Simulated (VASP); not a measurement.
Consider the following.

```
CELL_PARAMETERS angstrom
      4.15448     0.00000     0.00000
     -2.07724     3.59788     0.00000
      0.00000     0.00000     4.75370
ATOMIC_POSITIONS crystal
  Sr 0.33333 0.66667 0.99632
  Ga 0.66667 0.33333 0.55474
  Ge 0.00000 0.00000 0.43548
  H  0.66667 0.33333 0.91908
```

Method: LDA (Ceperley-Alder, Perdew-Zunger) with spin-orbit coupling, VASP's LDA PAW potentials (set 64) (plane waves; VASP 6.6.1). Settings: 400 eV cut-off, 6×6×4 Γ-centred mesh, Gaussian smearing of 0.050 eV, potentials Sr_sv Ga_d Ge_d H.

Question: Predict the energy per atom (σ→0), band gap (over mesh and band path) with the smallest direct gap where there is one.

Answer: 
* **band gap (over mesh and band path)**: 0.30 eV
* **smallest direct gap (over mesh and band path)**: 0.43 eV
* **energy per atom (σ→0)**: -4.134 eV/atom

The structure comes from a computed database's SrGaGeH entry (P3m1); how it stands against other phases isn't given here. It was relaxed first, which changed the volume by -7 %.
